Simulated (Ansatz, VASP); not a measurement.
# Cross-check of Mo (Mo wire along [111], 3 atoms a period) between VASP and Ansatz

Wanted: the spread between two codes on one cell, functional and k mesh. Of the first pair: The structure shown is the start of the Ansatz relaxation below; VASP solves that cell, so the two are compared at the walk's first step.

Calculated with Ansatz 0.2.0; plane waves, with VASP 6.6.1 beside it; single point at PBE.

## (1) The starting structure

The cell holds 3 atoms: 3 Mo. Its edges and angles: a = 9.034 Å, b = 9.380 Å, c = 2.737 Å, α = 90.0°, β = 90.0°, γ = 90.0°. Vacuum lies along a and b. The structure's axis is c.

## (2) Ansatz: relaxation, PBE

Ansatz runs on its default PAW (the set named soft_2) files.

The two programs are compared at the cell with which this relaxation starts, whose forces are those of its first step.

input.yaml reads:

```yaml
crystal:
  lattice:
    - [9.034, 0.0, 0.0]
    - [0.0, 9.38, 0.0]
    - [0.0, 0.0, 2.736640276]
  atoms:
    - { symbol: Mo, position: [0.376355988, 0.362473348, 0.0] }
    - { symbol: Mo, position: [0.376355988, 0.637540426, 0.333333333] }
    - { symbol: Mo, position: [0.623694646, 0.500006887, 0.666666667] }
kpoints:
  mp_grid: { grid: [1, 1, 30] }
scf:
  occupations: { method: fermi_dirac, width: 0.05 }
hamiltonian:
  xc: pbe
relax:
  cell: { fix: [a, b, alpha, beta, gamma] }
  max_steps: 60
```

On the command line:

```sh
> ansatz run input.yaml --threads 4 --pin off --max-ram 16384MiB --backend cpu --events-out ev --progress --plain --runs-dir out
```

Numbers of over 12 decimals in the logs are rounded to 6 here.

The log of the run:

```text
Engine: ansatz 0.2.0, aarch64-unknown-linux-gnu
Pseudopotentials: kind: paw
Pseudopotential: Mo, paw, valence charge 14, recommended cutoff 420 eV (normal), Mo.paw.azcp
Functional definition: PBE
  parameter kappa = 0.804
  parameter beta = 0.066725
  exchange = pbe_x(kappa = kappa, mu = beta*pi^2/3)
  correlation = pbe_c(beta = beta)
Crystal: 3 atoms, lattice volume = 231.900 Å³
Basis set: ecut = 420 eV, 4577 PW (Γ), exchange–correlation on 128×128×40 points (8 copies of the dense FFT grid, shifted against one another)
Bands: 26, of which v1, the nominal top of the filled ones, is band 21 counted from 1 (20 counted from 0)
Symmetry: 2 space group operations
Space group: P2 (ITA 3), of the structure as read, at distance tolerance 6.1e-5 Å
k-points: 16 of 30
Non-local potential: Mo, projectors of the file, l = 0: 3, l = 1: 2, l = 2: 2, l = 3: 1
PAW form: soft (Blöchl's): semilocal exchange-correlation on the pseudo side does not see the compensation charge
PAW one-centre angular grid: Mo, 590 points (default); XC on 64 Gauss nodes
Initial density: superposition of atomic densities (neutral atoms: chi_scale 0, normalization atom), corrected by the library's trained network
Initial wavefunctions: pseudopotential atomic-orbital guess
Functional: x = pbe(κ = 0.804, μ = 0.219515), c = pbe(β = 0.066725)
SCF iter   1: F=—  HF=-14858.951746 eV  |F-HF|=—  |Δ(HF+E_count)|=         —  Δρ=6.69e-3  dr2=2.25e-1  ethr=1.77e-3  ⟨swp⟩=5.8  Hψ=1729  notcnv=0
preconditioner: auto → LDOS  [metal: Δε(μ)=0.024 eV  Ē_g=2.453 eV  σ=0.050 eV  W_gap=0.12  n_scr=26 (ndim 8)  ℏωp=10.3 eV  f_vac=0.563  D(μ)=9.08/eV (n_scr^D=66)  β→1.0]
SCF iter   2: F=—  HF=-14858.950115 eV  |F-HF|=—  |Δ(HF+E_count)|=   1.63e-3  Δρ=2.51e-3  dr2=1.36e-2  ethr=5.36e-4  ⟨swp⟩=2.0  Hψ=592  notcnv=0
SCF iter   3: F=—  HF=-14858.949711 eV  |F-HF|=—  |Δ(HF+E_count)|=   4.03e-4  Δρ=1.36e-3  dr2=1.46e-2  ethr=3.24e-5  ⟨swp⟩=3.4  Hψ=901  notcnv=0
SCF iter   4: F=—  HF=-14858.949104 eV  |F-HF|=—  |Δ(HF+E_count)|=   6.07e-4  Δρ=2.76e-4  dr2=2.81e-4  ethr=3.24e-5  ⟨swp⟩=1.6  Hψ=462  notcnv=0
SCF iter   5: F=—  HF=-14858.949106 eV  |F-HF|=—  |Δ(HF+E_count)|=   2.40e-6  Δρ=1.50e-4  dr2=1.56e-4  ethr=6.70e-7  ⟨swp⟩=2.9  Hψ=889  notcnv=0
SCF iter   6: F=—  HF=-14858.949105 eV  |F-HF|=—  |Δ(HF+E_count)|=   1.69e-6  Δρ=4.78e-5  dr2=1.78e-5  ethr=3.71e-7  ⟨swp⟩=1.6  Hψ=462  notcnv=0
SCF iter   7: F=—  HF=-14858.949246 eV  |F-HF|=—  |Δ(HF+E_count)|=   1.41e-4  Δρ=1.09e-5  dr2=9.19e-7  ethr=4.24e-8  ⟨swp⟩=1.8  Hψ=451  notcnv=0
SCF iter   8: F=-14858.949246 eV  HF=-14858.949246 eV  |F-HF|=1.77e-8  |Δ(HF+E_count)|=   1.45e-7  Δρ=4.23e-6  dr2=9.67e-8  ethr=2.38e-10  ⟨swp⟩=4.0  Hψ=1790  notcnv=0
SCF 1 converged in 8 iterations: F = -14858.949246 eV  dr2 = 9.67e-8
  greatest PAW one-centre occupation: 0.998 electrons in one spin orbital (limit 2), on the Mo atom at site 1 (counted from 0), in its partial waves of l = 0
relax step   1: F+E_penalty+E_count = -14858.94924590 eV  Δ(F+E_penalty+E_count) = +0.000e0 eV  max|allowed force component| = 3.861e0 eV/Å  Δτ_max = 0.0000 Å  P = -6.794 GPa  Ω = 231.900 Å³  fix = [a, b, alpha, beta, gamma]  reactions: a -5.997, b -5.921 GPa; alpha +0.044 GPa/rad  (8 SCF iters, dr2 threshold 1.00e-7 eV, accepted)
[...]
relax step   7: F+E_penalty+E_count = -14860.54922013 eV  Δ(F+E_penalty+E_count) = +7.504e-4 eV  max|allowed force component| = 7.816e-2 eV/Å  Δτ_max = 0.0367 Å  P = +0.018 GPa  Ω = 221.518 Å³  energy of the carried Pulay correction = +4.902e-4 eV  fix = [a, b, alpha, beta, gamma]  (7 SCF iters, dr2 threshold 3.00e-7 eV, rejected (line search))
[...]
relax step   8: F+E_penalty+E_count = -14860.55068169 eV  Δ(F+E_penalty+E_count) = -7.111e-4 eV  max|allowed force component| = 2.361e-2 eV/Å  Δτ_max = 0.0093 Å  P = -0.011 GPa  Ω = 221.617 Å³  energy of the carried Pulay correction = +4.855e-4 eV  fix = [a, b, alpha, beta, gamma]  reactions: a -0.003, b +0.011 GPa; alpha -0.004 GPa/rad  (11 SCF iters, accepted)
[...]
relax step   9: F+E_penalty+E_count = -14860.55077953 eV  Δ(F+E_penalty+E_count) = -9.784e-5 eV  max|allowed force component| = 4.680e-4 eV/Å  Δτ_max = 0.0059 Å  P = +0.020 GPa  Ω = 221.575 Å³  energy of the carried Pulay correction = +4.875e-4 eV  fix = [a, b, alpha, beta, gamma]  reactions: a +0.016, b +0.048 GPa; alpha -0.023 GPa/rad  (7 SCF iters, dr2 threshold 3.48e-8 eV, accepted)
[...]
relax step  10: F+E_penalty+E_count = -14860.55022205 eV  Δ(F+E_penalty+E_count) = +5.575e-4 eV  max|allowed force component| = 4.639e-4 eV/Å  Δτ_max = 0.0000 Å  P = +0.022 GPa  Ω = 221.575 Å³  fix = [a, b, alpha, beta, gamma]  reactions: a +0.019, b +0.051 GPa; alpha -0.023 GPa/rad  stress off target by 3.27e-3 GPa on what of the cell is left free  SCF on the basis re-selected at this cell (its energy is not comparable with the rows above)  (7 SCF iters)
basis re-selected at this cell: Δ(F+E_penalty+E_count) = +5.575e-4 eV, ΔP = +0.002 GPa vs the last step (what re-selecting the basis moved, of the pressure what is left beyond the Pulay correction that the steps carried, after the strain that the cell walked since its last selection, with what the two solves' SCF thresholds leave and, on support functions, any second-order correction that the steps lacked; it is no measure of the basis error at this ecutwfc). The dense FFT grid was sized anew with the basis: this SCF ran on 64×64×18 points, the steps before it on 64×64×20, so part of this shift can come from that change (see relax.cell in the input reference). [rest of the remark cut]
SCF converged after 7 iterations
Free energy (F): -14860.550222 eV
Harris-Foulkes:  -14860.550222 eV  (|F-HF|=1.46e-11)
Internal energy: -14860.501195 eV  (E = F + TS)
E sigma→0 (E₀):  -14860.525709 eV
Entropy (-TS):   -0.049027 eV (-16.342 meV/atom)
Fermi energy:    1.469366 eV
--- Per-component energies (eV) ---
  E_band       = -974.527820
  E_kinetic    = 1323.131096
  E_local      = -12633.909308  (includes V_loc(G=0)·N_el)
  E_nonlocal   = 438.736032
  E_hartree    = 5506.228592
  E_xc         = -544.154927
  E_vxc        = -678.296342  (∫ρ·V_xc dr)
  E_paw        = -9607.091669  (= ΣΔE_a)
  E_vpaw       = -436.646507  (= ΣTr[D̂ρ^β])
  E_aug_tail   = 0.000133  (compensation charges beyond the density's cutoff)
  E_ewald      = 656.558855
  E_smearing   = -0.049027  (= −TS)
  E_closure    = 0.000000  (closes the sum)
  Σ components = -14860.550222   (vs F -14860.550222, Δ=0.00e0)
--- Forces (eV/Å), atoms counted from 1 ---
  atom   1  Mo    -0.00004777    -0.00008875    -0.00046385
  atom   2  Mo    -0.00004777     0.00008875     0.00046385
  atom   3  Mo     0.00009941     0.00000000     0.00000000
  max |Σ_I F_I| component: 3.87e-6 eV/Å
--- Stress (GPa, compression-positive) ---
        0.018869       0.000000       0.000000
        0.000000       0.051126       0.022582
        0.000000       0.022582      -0.003275
  P = ⅓ Tr σ = 0.0222 GPa (0.222 kbar)
--- Relaxed structure (9 steps of the walk, 8 accepted, 1 SCFs on fresh bases) ---
  F+E_penalty+E_count = -14860.55022205 eV   max|allowed force component| = 4.639e-4 eV/Å   (the final SCF, on the basis selected at the relaxed cell)
  cell:  # Å, volume = 221.5748 Å³
    - [9.034, 0.0, 0.0]
    - [0.0, 9.38, 0]
    - [0.0, 0, 2.614793]
  atoms:
    - { symbol: Mo, position: [0.385824, 0.380275, 0.015281] }
    - { symbol: Mo, position: [0.385824, 0.619725, 0.318052] }
    - { symbol: Mo, position: [0.604758, 0.500000, 0.666667] }
```

The column dr2 measures how far the density is from self-consistency, as an energy; F and HF (Harris–Foulkes) agree once it is small.

## (3) VASP: single point, PBE, start cell, pair 1

The same cell, functional, mesh and smearing now go to VASP, with its own data sets.

Lines of VASP's logs that name or quote its potential files are left out, and so is its time.

INCAR reads:

```
SYSTEM = Mo
PREC = Accurate
ENCUT = 400
EDIFF = 1E-06
NELM = 120
ISMEAR = -1
SIGMA = 0.05
LREAL = .FALSE.
ALGO = Normal
GGA = PE
NBANDS = 27
LASPH = .TRUE.
LORBIT = 11
LWAVE = .FALSE.
LCHARG = .FALSE.
ISIF = 2
GGA_COMPAT = .FALSE.
```

POSCAR reads:

```
Mo
1.0
    9.0340000000      0.0000000000      0.0000000000
    0.0000000000      9.3800000000      0.0000000000
    0.0000000000      0.0000000000      2.7366400000
Mo
3
Direct
    0.3763559885      0.3624664179      0.0000000000
    0.3763559885      0.6375335821      0.3333332115
    0.6236945982      0.5000000000      0.6666667885
```

KPOINTS reads:

```
Automatic mesh
0
Gamma
1 1 30
0 0 0
```

The projector-augmented-wave data sets are Mo_sv (PBE family, release 64).

On the command line:

```sh
> mpirun -np 1 vasp_std
```

The log of the run:

```text
[banner, memory and clock lines left out]
running    1 mpi-ranks, on    1 nodes
 distrk:  each k-point on    1 cores,    1 groups
 distr:  one band on    1 cores,    1 groups

 POSCAR found type information on POSCAR Mo
 POSCAR found :  1 types and       3 ions
 LDA part: xc-table for (Slater+PW92), standard interpolation
 POSCAR, INCAR and KPOINTS ok, starting setup
 FFT: planning ... GRIDC
 FFT: planning ... GRID_SOFT
 FFT: planning ... GRID
 WAVECAR not read
 entering main loop
       N       E                     dE             d eps       ncg     rms          rms(c)
DAV:   1     0.227903816056E+03    0.22790E+03   -0.23805E+04  1344   0.105E+03
DAV:   2    -0.154588776735E+02   -0.24336E+03   -0.23917E+03  1078   0.297E+02
DAV:   3    -0.259813951384E+02   -0.10523E+02   -0.10067E+02  1072   0.462E+01
DAV:   4    -0.265171917617E+02   -0.53580E+00   -0.52179E+00  1272   0.740E+00
DAV:   5    -0.265325841371E+02   -0.15392E-01   -0.15222E-01  1127   0.113E+00    0.119E+01
DAV:   6    -0.240003738295E+02    0.25322E+01   -0.72483E+00   918   0.163E+01    0.348E+00
DAV:   7    -0.237614528845E+02    0.23892E+00   -0.14501E+00  1176   0.580E+00    0.161E+00
DAV:   8    -0.238876532718E+02   -0.12620E+00   -0.13671E+00  1272   0.555E+00    0.312E+00
DAV:   9    -0.237399545195E+02    0.14770E+00   -0.86140E-01  1253   0.341E+00    0.467E-01
DAV:  10    -0.237373122537E+02    0.26423E-02   -0.22474E-02  1076   0.689E-01    0.223E-01
DAV:  11    -0.237386708586E+02   -0.13586E-02   -0.28281E-03  1138   0.283E-01    0.109E-01
DAV:  12    -0.237406371780E+02   -0.19663E-02   -0.10105E-03   945   0.184E-01    0.461E-02
DAV:  13    -0.237419284243E+02   -0.12912E-02   -0.66957E-04   999   0.113E-01    0.316E-02
DAV:  14    -0.237426643377E+02   -0.73591E-03   -0.30733E-04  1121   0.872E-02    0.143E-02
DAV:  15    -0.237428783246E+02   -0.21399E-03   -0.74487E-05   965   0.396E-02    0.839E-03
DAV:  16    -0.237428838404E+02   -0.55159E-05   -0.10975E-05  1012   0.208E-02    0.384E-03
DAV:  17    -0.237428849948E+02   -0.11543E-05   -0.28078E-06   817   0.891E-03    0.140E-03
DAV:  18    -0.237428852888E+02   -0.29405E-06   -0.35573E-07   564   0.377E-03
   1 F= -.23742885E+02 E0= -.23705658E+02  d E =-.744543E-01
```

Parts of OUTCAR (step 3):

```text
ion  position               nearest neighbor table
   1  0.376  0.362  0.000-   3 2.74   2 2.74   3 3.16   2 3.16
   2  0.376  0.638  0.333-   3 2.74   1 2.74   3 3.16   1 3.16
   3  0.624  0.500  0.667-   1 2.74   2 2.74   2 3.16   1 3.16

  LATTYP: Found a simple orthorhombic cell.
 ALAT       =     2.7366400000
 B/A-ratio  =     3.3011283910
 C/A-ratio  =     3.4275608045

 Subroutine GETGRP returns: Found  2 space group operations
 (whereof  1 operations were pure point group operations)

The static configuration has the point symmetry C_1 .
 The point group associated with its full space group is C_2 .

 Found     16 irreducible k-points:

   k-points           NKPTS =     16   k-points in BZ     NKDIM =     16   number of bands    NBANDS=     27

   dimension x,y,z NGX =    60 NGY =   64 NGZ =   18
   dimension x,y,z NGXF=   120 NGYF=  128 NGZF=   36

   ENCUT  =  400.0 eV  29.40 Ry    5.42 a.u.  14.73 15.30  4.46*2*pi/ulx,y,z

   NELECT =      42.0000    total number of electrons

 k-points in reciprocal lattice and weights: Automatic mesh
   0.00000000  0.00000000  0.00000000       0.033
   0.00000000  0.00000000  0.03333333       0.067
   0.00000000  0.00000000  0.06666667       0.067
   0.00000000  0.00000000  0.10000000       0.067
   0.00000000  0.00000000  0.13333333       0.067
   0.00000000  0.00000000  0.16666667       0.067
   0.00000000  0.00000000  0.20000000       0.067
   0.00000000  0.00000000  0.23333333       0.067
   0.00000000  0.00000000  0.26666667       0.067
[...]
0.00000000  0.00000000  0.46666667       0.067
   0.00000000  0.00000000  0.50000000       0.033

 average (electrostatic) potential at core
       1 -82.2430       2 -82.2430       3 -82.2336

 E-fermi :  -0.4582

 k-point     1 :       0.0000    0.0000    0.0000
  band No.  band energies     occupation
    ...
     17      -2.1395      2.00000
     18      -2.1250      2.00000
     19      -2.0937      2.00000
     20      -0.5940      1.87600
     21      -0.5379      1.66222
     22      -0.3416      0.17695
     23      -0.3282      0.13823
     24       0.1279      0.00002
     25       0.9578      0.00000
     26       1.0673      0.00000
    ...

 k-point     2 :       0.0000    0.0000    0.0333
  band No.  band energies     occupation
    ...
     17      -2.1328      2.00000
     18      -2.1180      2.00000
     19      -2.0724      2.00000
     20      -0.6175      1.92057
     21      -0.5601      1.76957
     22      -0.3915      0.41705
     23      -0.2774      0.05239
     24       0.0942      0.00003
     25       0.8833      0.00000
     26       1.0626      0.00000
    ...

 k-point     3 :       0.0000    0.0000    0.0667
  band No.  band energies     occupation
    ...
     18      -2.0969      2.00000
     19      -2.0084      2.00000
     20      -0.7061      1.98604
     21      -0.6281      1.93536
     22      -0.4160      0.60165
     23      -0.2315      0.02126
     24      -0.0083      0.00025
     25       0.7069      0.00000
     26       1.0682      0.00000
     27       1.1798      0.00000

  Total       -8.9485893     -8.8392744    -12.4538249      0.0000000     -0.0636549      0.0000000
  in kB      -61.8250623    -61.0698149    -86.0424448      0.0000000     -0.4397866      0.0000000
  external PRESSURE =     -69.6457740 kB  Pullay stress =       0.0000000 kB

  energy-cutoff  :      400.00
  volume of cell :      231.90
      direct lattice vectors                 reciprocal lattice vectors
     9.034000000  0.000000000  0.000000000     0.110692938  0.000000000  0.000000000
     0.000000000  9.380000000  0.000000000     0.000000000  0.106609808  0.000000000
     0.000000000  0.000000000  2.736640000     0.000000000  0.000000000  0.365411600

 POSITION                                       TOTAL-FORCE (eV/Angst)
 -----------------------------------------------------------------------------------
      3.40000      3.39993      0.00000         1.923914      3.314387      0.043673
      3.40000      5.98007      0.91221         1.923914     -3.314387     -0.043673
      5.63446      4.69000      1.82443        -3.847828      0.000000      0.000000
 -----------------------------------------------------------------------------------
    total drift:                               -0.000435     -0.000013     -0.000870

  FREE ENERGIE OF THE ION-ELECTRON SYSTEM (eV)
  ---------------------------------------------------
  free  energy   TOTEN  =       -23.7428852888 eV

  energy  without entropy=      -23.6684309824  energy(sigma->0) =      -23.70565814

 total charge
# of ion       s       p       d       tot
------------------------------------------
    1        2.347   6.048   3.852  12.247
    2        2.347   6.048   3.852  12.247
    3        2.346   6.048   3.854  12.247
--------------------------------------------------
tot          7.039  18.144  11.558  36.741

[... 3 further parts left out ...]
```

(Continued in part 2 of 2.)

[Lines on the potential files, build, host, timing and source positions are cut from VASP's logs without a mark.]

[Logs are printed without paths, hosts, clocks, repeated set-up lines and the standing remarks that a program may print on its own settings, such as how far it seeks lower states.]

[Hosts, paths, dates, database ids (printed as entryN), source tags and the programs' standing remarks are cut or masked in the printed files.]
